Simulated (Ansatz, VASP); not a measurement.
**SnCl2 (1T-SnCl2 bilayer, AA): VASP beside Ansatz**

Aim: how closely do two programs agree when they are given the same cell, functional and k mesh? The structure shown is the start of the Ansatz relaxation below; VASP solves that cell, so the two are compared at the walk's first step.

Calculated with Ansatz 0.2.0; plane waves, with VASP 6.6.1 beside it; single point at PBE with D3(BJ).

**1. Starting point**

The cell holds 6 atoms: 4 Cl and 2 Sn. Its edges and angles: a = 3.284 Å, b = 3.284 Å, c = 48.424 Å, α = 90.0°, β = 90.0°, γ = 120.0°. Vacuum lies along c.

**2. Ansatz: relaxation, PBE with D3(BJ)**

Ansatz runs on its default PAW (the set named soft_2) files.

The two programs are compared at the cell with which this relaxation starts, whose forces are those of its first step.

Contents of input.yaml:

```yaml
crystal:
  lattice:
    - [3.284153, 0.0, 0.0]
    - [-1.6420765, 2.8441599279, 0.0]
    - [0.0, 0.0, 48.4238633585]
  atoms:
    - { symbol: Cl, position: [0.6666666667, 0.3333333333, 0.4099218572] }
    - { symbol: Sn, position: [0.0, 0.0, 0.4389564228] }
    - { symbol: Cl, position: [0.3333333333, 0.6666666667, 0.4679909885] }
    - { symbol: Cl, position: [0.6666666667, 0.3333333333, 0.5320090115] }
    - { symbol: Sn, position: [0.0, 0.0, 0.5610435772] }
    - { symbol: Cl, position: [0.3333333333, 0.6666666667, 0.5900781428] }
  periodic: [true, true, false]
kpoints:
  mp_grid: { grid: [12, 12, 1] }
hamiltonian:
  xc: pbe
  dispersion: d3bj
scf:
  occupations: { method: fermi_dirac, width: 0.05 }
  convergence: { dr2_threshold: 1.0e-09 }
relax:
  f_tol: 0.004
  max_steps: 90
  cell: {}
output:
  write_potential: true
  write_density: true
  volumetric_format: npy
```

Started as:

```
$ ansatz run input.yaml --threads 2 --pin off --max-ram 3072MiB --backend cpu --events-out ev --progress --plain --runs-dir out
```

Numbers of over 12 decimals in the logs are rounded to 6 here.

Output:

```text
Warning: relax.cell: scf.convergence.dr2_threshold = 1e-9 eV is looser than the 1.71143466455e-10 eV advised for a relaxation that steers and ends on the stress (1e-10 eV for each atom of the cell: 6, times the square of relax.cell.stress_2d_tol = 0.05 N/m over 18.7 Å (the atoms' height at the walk's start and 5 Å past either face), 2.670e-2 GPa, over a crystal's default 0.05). What an SCF threshold leaves in a stress goes as its square root, and in the free energy as the threshold itself, and one threshold admits the most on a small cell: [figures from the program's tests cut] Set scf.convergence.dr2_threshold to 1.71143466455e-10 eV or tighter. [rest of the remark cut]
Engine: ansatz 0.2.0, aarch64-unknown-linux-gnu
Pseudopotentials: kind: paw
Pseudopotential: Cl, paw, valence charge 7, recommended cutoff 420 eV (normal), Cl.paw.azcp
Pseudopotential: Sn, paw, valence charge 14, recommended cutoff 420 eV (normal), Sn.paw.azcp
Functional definition: PBE
  parameter kappa = 0.804
  parameter beta = 0.066725
  exchange = pbe_x(kappa = kappa, mu = beta*pi^2/3)
  correlation = pbe_c(beta = beta)
Crystal: 6 atoms, lattice volume = 452.311 Å³
Basis set: ecut = 420 eV, 9017 PW (Γ), exchange–correlation on 48×48×648 points (8 copies of the dense FFT grid, shifted against one another)
Bands: 34, of which v1, the nominal top of the filled ones, is band 28 counted from 1 (27 counted from 0)
Symmetry: 12 space group operations
Space group: P-3m1 (ITA 164), of the structure as read, at distance tolerance 7.7e-5 Å
k-points: 19 of 144
Non-local potential: Cl, projectors of the file, l = 0: 2, l = 1: 2, l = 2: 2
Non-local potential: Sn, projectors of the file, l = 0: 2, l = 1: 2, l = 2: 2, l = 3: 2
PAW form: soft (Blöchl's): semilocal exchange-correlation on the pseudo side does not see the compensation charge
PAW one-centre angular grid: Cl, 110 points (default); XC on 64 Gauss nodes
PAW one-centre angular grid: Sn, 590 points (default); XC on 64 Gauss nodes
Initial density: superposition of atomic densities (neutral atoms: chi_scale 0, normalization atom), corrected by the library's trained network
Initial wavefunctions: pseudopotential atomic-orbital guess
Functional: x = pbe(κ = 0.804, μ = 0.219515), c = pbe(β = 0.066725)
SCF iter   1: F=—  HF=-16361.742144 eV  |F-HF|=—  |Δ(HF+E_count)|=         —  Δρ=4.49e-3  dr2=1.37e-1  ethr=1.77e-3  ⟨swp⟩=19.5  Hψ=5865  notcnv=0
preconditioner: auto → Resta (q_TF=auto, 1.926 Å⁻¹)  ε∞=1.6  [insulator: Δε(μ)=0.656 eV  Ē_g=17.166 eV  σ=0.050 eV  W_gap=0.99  n_scr=28 (ndim 8)  ℏωp=13.1 eV  f_vac=0.747  D(μ)=0.00/eV (n_scr^D=0)  ε∞_Penn≈1.6  vacuum switching on, ρ_ref=2.1e-2 e/Å³]
SCF iter   2: F=—  HF=-16361.712104 eV  |F-HF|=—  |Δ(HF+E_count)|=   3.00e-2  Δρ=2.76e-3  dr2=4.08e-2  ethr=2.44e-4  ⟨swp⟩=4.9  Hψ=1856  notcnv=0  defer=17
SCF iter   3: F=—  HF=-16361.724403 eV  |F-HF|=—  |Δ(HF+E_count)|=   1.23e-2  Δρ=2.16e-3  dr2=1.47e-1  ethr=7.29e-5  ⟨swp⟩=5.1  Hψ=1748  notcnv=0  defer=16  recentre
SCF iter   4: F=—  HF=-16361.711714 eV  |F-HF|=—  |Δ(HF+E_count)|=   1.27e-2  Δρ=1.10e-3  dr2=1.60e-2  ethr=7.29e-5  ⟨swp⟩=5.5  Hψ=1553  notcnv=0  defer=16
SCF iter   5: F=—  HF=-16361.710658 eV  |F-HF|=—  |Δ(HF+E_count)|=   1.06e-3  Δρ=1.49e-4  dr2=6.33e-5  ethr=2.85e-5  ⟨swp⟩=3.2  Hψ=1093  notcnv=0  defer=15
SCF iter   6: F=—  HF=-16361.710651 eV  |F-HF|=—  |Δ(HF+E_count)|=   7.67e-6  Δρ=5.08e-5  dr2=9.94e-6  ethr=1.13e-7  ⟨swp⟩=4.3  Hψ=1854  notcnv=0  defer=15
SCF iter   7: F=—  HF=-16361.710650 eV  |F-HF|=—  |Δ(HF+E_count)|=   1.25e-6  Δρ=1.83e-5  dr2=1.24e-6  ethr=1.77e-8  ⟨swp⟩=3.0  Hψ=1402  notcnv=0  defer=14
SCF iter   8: F=—  HF=-16361.710673 eV  |F-HF|=—  |Δ(HF+E_count)|=   2.36e-5  Δρ=6.63e-6  dr2=3.14e-7  ethr=2.22e-9  ⟨swp⟩=3.2  Hψ=1337  notcnv=0  defer=14
SCF iter   9: F=—  HF=-16361.710673 eV  |F-HF|=—  |Δ(HF+E_count)|=   5.41e-8  Δρ=2.38e-6  dr2=2.91e-8  ethr=5.60e-10  ⟨swp⟩=2.9  Hψ=1303  notcnv=0  defer=14
SCF iter  10: F=-16361.710673 eV  HF=-16361.710673 eV  |F-HF|=4.00e-10  |Δ(HF+E_count)|=   5.26e-9  Δρ=2.49e-7  dr2=2.96e-10  ethr=1.79e-12  ⟨swp⟩=12.7  Hψ=6983  notcnv=0
SCF 1 converged in 10 iterations: F = -16361.710673 eV  dr2 = 2.96e-10
  greatest PAW one-centre occupation: 0.995 electrons in one spin orbital (limit 2), on the Sn atom at site 4 (counted from 0), in its partial waves of l = 2
[...]
SCF iter   4: F=—  HF=-16373.292475 eV  |F-HF|=—  |Δ(HF+E_count)|=   1.77e-6  Δρ=6.39e-6  dr2=5.63e-7  ethr=2.59e-8  ⟨swp⟩=2.3  Hψ=1038  notcnv=0
SCF iter   5: F=—  HF=-16373.292624 eV  |F-HF|=—  |Δ(HF+E_count)|=   1.49e-4  Δρ=1.50e-6  dr2=1.55e-8  ethr=1.00e-9  ⟨swp⟩=2.9  Hψ=1105  notcnv=0
SCF iter   6: F=—  HF=-16373.292624 eV  |F-HF|=—  |Δ(HF+E_count)|=   1.63e-8  Δρ=6.77e-7  dr2=2.95e-9  ethr=2.77e-11  ⟨swp⟩=3.2  Hψ=1393  notcnv=0
SCF iter   7: F=-16373.292624 eV  HF=-16373.292624 eV  |F-HF|=2.29e-10  |Δ(HF+E_count)|=   1.83e-9  Δρ=1.27e-7  dr2=1.11e-10  ethr=1.79e-12  ⟨swp⟩=10.2  Hψ=4530  notcnv=0
SCF 16 converged in 7 iterations: F = -16373.292624 eV  dr2 = 1.11e-10
relax step  16: F+E_penalty+E_count = -16373.29262384 eV  Δ(F+E_penalty+E_count) = -2.054e-5 eV  max|allowed force component| = 3.235e-3 eV/Å  Δτ_max = 0.0062 Å  P = +0.003 N/m  Ω = 753.460 Å³  energy of the carried Pulay correction = -1.855e-3 eV  fix = [c, alpha, beta]  reactions: c +0.000 N/m  (7 SCF iters, accepted)
iter 1 solved again at ethr=5.32e-7 eV; its pass at ethr=3.10e-3 eV (dr2=2.98e-4 eV) is discarded
SCF iter   1: F=—  HF=-16373.294470 eV  |F-HF|=—  |Δ(HF+E_count)|=         —  Δρ=3.62e-5  dr2=1.39e-6  ethr=5.32e-7  ⟨swp⟩=5.2  Hψ=6337  notcnv=0
SCF iter   2: F=—  HF=-16373.294358 eV  |F-HF|=—  |Δ(HF+E_count)|=   1.12e-4  Δρ=1.75e-5  dr2=3.26e-7  ethr=2.47e-9  ⟨swp⟩=2.8  Hψ=1497  notcnv=0
SCF iter   3: F=—  HF=-16373.294394 eV  |F-HF|=—  |Δ(HF+E_count)|=   3.53e-5  Δρ=4.09e-6  dr2=2.14e-8  ethr=5.82e-10  ⟨swp⟩=3.0  Hψ=1312  notcnv=0
SCF iter   4: F=—  HF=-16373.294398 eV  |F-HF|=—  |Δ(HF+E_count)|=   4.26e-6  Δρ=5.85e-7  dr2=2.85e-9  ethr=3.82e-11  ⟨swp⟩=2.1  Hψ=1204  notcnv=0
SCF iter   5: F=-16373.294398 eV  HF=-16373.294398 eV  |F-HF|=2.89e-8  |Δ(HF+E_count)|=   9.92e-9  Δρ=1.55e-7  dr2=1.07e-10  ethr=1.79e-12  ⟨swp⟩=13.9  Hψ=5250  notcnv=0
SCF 17 converged in 5 iterations: F = -16373.294398 eV  dr2 = 1.07e-10
relax step  17: F+E_penalty+E_count = -16373.29439801 eV  Δ(F+E_penalty+E_count) = -1.774e-3 eV  max|allowed force component| = 3.225e-3 eV/Å  Δτ_max = 0.0000 Å  P = -0.003 N/m  Ω = 753.460 Å³  fix = [c, alpha, beta]  reactions: c -0.000 N/m  stress off target by 2.60e-3 N/m on what of the cell is left free  SCF on the basis re-selected at this cell (its energy is not comparable with the rows above)  (5 SCF iters)
basis re-selected at this cell: Δ(F+E_penalty+E_count) = -1.774e-3 eV, ΔP = -0.005 N/m vs the last step (what re-selecting the basis moved, of the pressure what is left beyond the Pulay correction that the steps carried, after the strain that the cell walked since its last selection, with what the two solves' SCF thresholds leave and, on support functions, any second-order correction that the steps lacked; it is no m [...]
WARN: The output density's exchange-correlation potential varies sharply where the density is thin. Do not read a vacuum level from v_tot or v_xc, or from such a field of the output density. On a cell that repeats whose density bears no net charge and no dipole along the vacuum's axis use v_es (v_loc + v_h of the components); under efield.dipole_correction with no amplitude use v_es + v_field, which holds any externa [...]
SCF converged after 5 iterations
Free energy (F): -16373.294398 eV
Harris-Foulkes:  -16373.294398 eV  (|F-HF|=2.89e-8)
Internal energy: -16373.294398 eV  (E = F + TS)
E sigma→0 (E₀):  -16373.294398 eV
Fermi energy:    -5.488085 eV
--- Per-component energies (eV) ---
  E_band       = -975.369240
  E_kinetic    = 1010.242709
  E_local      = -158333.509440  (includes V_loc(G=0)·N_el)
  E_nonlocal   = 47.221738
  E_hartree    = 78829.140151
  E_xc         = -1194.999861
  E_vxc        = -680.187245  (∫ρ·V_xc dr)
  E_paw        = -10897.051097  (= ΣΔE_a)
  E_vpaw       = -677.419172  (= ΣTr[D̂ρ^β])
  E_aug_tail   = 0.000363  (compensation charges beyond the density's cutoff)
  E_ewald      = 74166.692952
  E_disp       = -1.031914  (pairwise vdW)
  E_smearing   = -0.000000  (= −TS)
  E_closure    = 0.000000  (closes the sum)
  Σ components = -16373.294398   (vs F -16373.294398, Δ=0.00e0)
--- Forces (eV/Å), atoms counted from 1 ---
  atom   1  Cl     0.00000000     0.00000000     0.00182446
  atom   2  Sn    -0.00000000     0.00000000    -0.00322461
  atom   3  Cl     0.00000000    -0.00000000     0.00176419
  atom   4  Cl     0.00000000     0.00000000    -0.00176419
  atom   5  Sn     0.00000000    -0.00000000     0.00322461
  atom   6  Cl     0.00000000    -0.00000000    -0.00182446
  max |Σ_I F_I| component: 2.17e-19 eV/Å
--- 2D stress c σ (N/m, compression-positive) ---
       -0.002604       0.000000       0.000000
       -0.000000      -0.002604      -0.000000
        0.000000      -0.000000      -0.000000
  P = ½ c Tr σ = -0.0026 N/m
--- Band table (eV; the first three rows and the last of 19) ---
  k-point 0: bands = [... 24 lower, -8.7033, -8.3574, -7.6793, -7.2103, -4.4050, -4.2682, -2.6825, -2.6825, ... 2 higher]
  k-point 1: bands = [... 24 lower, -8.6409, -8.3343, -7.4945, -7.1685, -4.2345, -4.1092, -2.7421, -2.7023, ... 2 higher]
  k-point 2: bands = [... 24 lower, -8.5866, -8.3195, -7.1990, -7.0804, -3.8727, -3.7417, -2.8976, -2.7184, ... 2 higher]
  k-point 18: bands = [... 24 lower, -8.4454, -8.4454, -6.8451, -6.6569, -2.4439, -2.4439, -2.2206, -2.2206, ... 2 higher]
--- Relaxed structure (15 steps of the walk, 14 accepted, 2 SCFs on fresh bases) ---
  F+E_penalty+E_count = -16373.29439801 eV   max|allowed force component| = 3.225e-3 eV/Å   (the final SCF, on the basis selected at the relaxed cell)
  cell:  # Å, volume = 753.4595 Å³
    - [4.238722, 0, 0]
    - [-2.119361, 3.670841, 0]
    - [0, 0, 48.4238633585]
  atoms:
    - { symbol: Cl, position: [0.666667, 0.333333, 0.408652] }
    - { symbol: Sn, position: [1.683577843296467e-18, 0, 0.439847] }
    - { symbol: Cl, position: [0.333333, 0.666667, 0.470871] }
    - { symbol: Cl, position: [0.666667, 0.333333, 0.529129] }
    - { symbol: Sn, position: [-1.6835778432964878e-18, 0, 0.560153] }
    - { symbol: Cl, position: [0.333333, 0.666667, 0.591348] }
```

The column dr2 measures how far the density is from self-consistency, as an energy; F and HF (Harris–Foulkes) agree once it is small.

**3. VASP: single point, PBE with D3(BJ), start cell**

The same cell, functional, mesh and smearing now go to VASP, with its own data sets.

Lines of VASP's logs that name or quote its potential files are left out, and so is its time.

Contents of INCAR:

```
SYSTEM = SnCl2
PREC = Accurate
ENCUT = 400
EDIFF = 1E-06
NELM = 120
ISMEAR = -1
SIGMA = 0.05
LREAL = .FALSE.
ALGO = Normal
GGA = PE
IVDW = 12
NBANDS = 34
LORBIT = 11
LWAVE = .FALSE.
LCHARG = .FALSE.
ISIF = 2
LDIPOL = .TRUE.
IDIPOL = 3
DIPOL = 0.5 0.5 0.5
LVHAR = .TRUE.
LASPH = .TRUE.
GGA_COMPAT = .FALSE.
EFERMI = MIDGAP
NELMDL = -8
KPAR = 2
```

Contents of POSCAR:

```
SnCl2
1.0
    3.2841530000      0.0000000000      0.0000000000
   -1.6420760000      2.8441600000      0.0000000000
    0.0000000000      0.0000000000     48.4238630000
Cl Sn
4 2
Direct
    0.6666664051      0.3333332161      0.4099218602
    0.3333332904      0.6666667839      0.4679909986
    0.6666664051      0.3333332161      0.5320090221
    0.3333332904      0.6666667839      0.5900781398
    0.0000000000      0.0000000000      0.4389564294
    0.0000000000      0.0000000000      0.5610435913
```

Contents of KPOINTS:

```
Automatic mesh
0
Gamma
12 12 1
0 0 0
```

PAW data sets: Cl and Sn_d (PBE family, release 64).

Started as:

```
$ mpirun -np 2 vasp_std
```

Output:

```text
[banner, memory and clock lines left out]
running    2 mpi-ranks, on    1 nodes
 distrk:  each k-point on    1 cores,    2 groups
 distr:  one band on    1 cores,    1 groups

 POSCAR found type information on POSCAR ClSn
 POSCAR found :  2 types and       6 ions
 LDA part: xc-table for (Slater+PW92), standard interpolation
 POSCAR, INCAR and KPOINTS ok, starting setup
 FFT: planning ... GRIDC
 FFT: planning ... GRID_SOFT
 FFT: planning ... GRID
 WAVECAR not read
 entering main loop
       N       E                     dE             d eps       ncg     rms          rms(c)
DAV:   1     0.518856126816E+03    0.51886E+03   -0.22194E+04  1588   0.118E+03
DAV:   2     0.726879996797E+02   -0.44617E+03   -0.43855E+03  1720   0.297E+02
DAV:   3    -0.476591086832E+01   -0.77454E+02   -0.76385E+02  1600   0.147E+02
DAV:   4    -0.892310854708E+01   -0.41572E+01   -0.41251E+01  1664   0.356E+01
DAV:   5    -0.905016333956E+01   -0.12705E+00   -0.12690E+00  1870   0.603E+00
DAV:   6    -0.905391880640E+01   -0.37555E-02   -0.37527E-02  1902   0.103E+00
DAV:   7    -0.905405820870E+01   -0.13940E-03   -0.13939E-03  1960   0.169E-01
DAV:   8    -0.905406063426E+01   -0.24256E-05   -0.24255E-05  1606   0.210E-02    0.305E+01
DAV:   9    -0.853634603026E+01    0.51771E+00   -0.90449E-01  1628   0.486E+00    0.173E+01
DAV:  10    -0.848954221348E+01    0.46804E-01   -0.75630E-01  1680   0.430E+00    0.187E+00
DAV:  11    -0.847542972633E+01    0.14112E-01   -0.12083E-01  1648   0.179E+00    0.550E-01
DAV:  12    -0.847599023163E+01   -0.56051E-03   -0.60240E-03  1848   0.685E-01    0.141E-01
DAV:  13    -0.847600931440E+01   -0.19083E-04   -0.35416E-04  1896   0.144E-01    0.381E-02
DAV:  14    -0.847602634366E+01   -0.17029E-04   -0.83934E-05  1960   0.625E-02    0.267E-02
[...]
DAV:  18    -0.847611265090E+01   -0.22881E-04   -0.13313E-06  1046   0.535E-03    0.160E-03
DAV:  19    -0.847613157286E+01   -0.18922E-04   -0.12911E-06  1048   0.325E-03    0.847E-04
DAV:  20    -0.847614868293E+01   -0.17110E-04   -0.27335E-06   996   0.318E-03    0.860E-04
DAV:  21    -0.847615264727E+01   -0.39643E-05   -0.26949E-07  1088   0.221E-03    0.346E-04
DAV:  22    -0.847615653125E+01   -0.38840E-05   -0.17093E-07   960   0.125E-03    0.485E-04
DAV:  23    -0.847615808203E+01   -0.15508E-05   -0.31483E-08   982   0.782E-04    0.225E-04
DAV:  24    -0.847615987052E+01   -0.17885E-05   -0.11797E-07   944   0.601E-04    0.273E-04
DAV:  25    -0.847616009734E+01   -0.22682E-06   -0.51424E-09   954   0.432E-04
   1 F= -.10259220E+02 E0= -.10259172E+02  d E =-.961031E-04
```

[end of part 1 of 2]

[Lines on the potential files, build, host, timing and source positions are cut from VASP's logs without a mark.]

[Logs are printed without paths, hosts, clocks, repeated set-up lines and the standing remarks that a program may print on its own settings, such as how far it seeks lower states.]

[Hosts, paths, dates, database ids (printed as entryN), source tags and the programs' standing remarks are cut or masked in the printed files.]
